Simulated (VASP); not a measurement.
An input for Quantum ESPRESSO's pw.x (written as the equivalent of a VASP run, and not itself run):

```
&CONTROL
  calculation = 'vc-relax'
  pseudo_dir = './pseudo'
  outdir = './out'
  tprnfor = .true.
  tstress = .true.
  nstep = 30
  forc_conv_thr = 0.00039
/
&SYSTEM
  ibrav = 0
  nat = 2
  ntyp = 1
  ecutwfc = 84
  occupations = 'smearing'
  smearing = 'methfessel-paxton'
  degauss = 0.00735
  input_dft = 'pbe'
/
&ELECTRONS
  conv_thr = 7.3e-09
  electron_maxstep = 100
/
&IONS
/
&CELL
  cell_dofree = 'shape'
/
ATOMIC_SPECIES
  Mg 24.305 Mg.upf
CELL_PARAMETERS angstrom
     1.6210244   -2.8076971    0.0000000
     1.6210244    2.8076971    0.0000000
     0.0000000    0.0000000    5.1640662
ATOMIC_POSITIONS crystal
  Mg   0.3333330  0.6666670  0.2500000
  Mg   0.6666670  0.3333330  0.7500000
K_POINTS automatic
  13 13 7 0 0 0
```

### Question
Write the VASP files for the same calculation (PBE).

### Answer
One answer among several that fit: 
POSCAR:
```
Mg
1.0
  1.6210244341  -2.8076971386   0.0000000000
  1.6210244341   2.8076971386   0.0000000000
  0.0000000000   0.0000000000   5.1640662054
Mg
2
Direct
  0.3333330000   0.6666670000   0.2500000000
  0.6666670000   0.3333330000   0.7500000000
```

KPOINTS:
```
Automatic mesh
0
Gamma
13 13 7
0 0 0
```

INCAR:
```
ALGO=Normal
EDIFF=1E-7
EDIFFG=-0.01
ENCUT=520
GGA=PE
IBRION=2
ISIF=4
ISMEAR=1
LASPH=.TRUE.
LCHARG=.FALSE.
LREAL=.FALSE.
LWAVE=.FALSE.
NELM=100
NSW=30
PREC=Accurate
SIGMA=0.1
SYSTEM=Mg
```

POTCAR, in this order: Mg (PBE.64 set). Program: vasp_std.

What does not carry over: the potentials are each code's own (VASP's PAW set, PseudoDojo norm-conserving files in pw.x), so ENCUT and ecutwfc are chosen apart and not converted; conv_thr bounds pw.x's estimated SCF error, while EDIFF bounds the energy change between steps; forc_conv_thr acts on force components and is met together with etot_conv_thr.

The compound is Mg in the hcp structure. This cell is one point of a volume scan, at 1.03 of the reference volume. Symmetry was kept, so distortions that lower it aren't found.
